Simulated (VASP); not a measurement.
All values below come from r2SCAN meta-GGA, VASP's PBE PAW potentials (set 64) (plane waves; VASP).

Gaps are without spin-orbit coupling.

```
Property                                               Value
---------------------------------------------  -------------
volume per atom                                12.44 Å³/atom
band gap (over mesh and band path)                   1.05 eV
smallest direct gap (over mesh and band path)        1.05 eV
```

**Question.** Which relaxed crystal gives these values?
A. NaI, Fm-3m (225)
B. Rb2H4Pt, P4_2/mnm (136)
C. InGa3N4, P3m1 (156)
D. MgI2, P-3m1 (164)

**Answer.** C, InGa3N4, P3m1 (156)
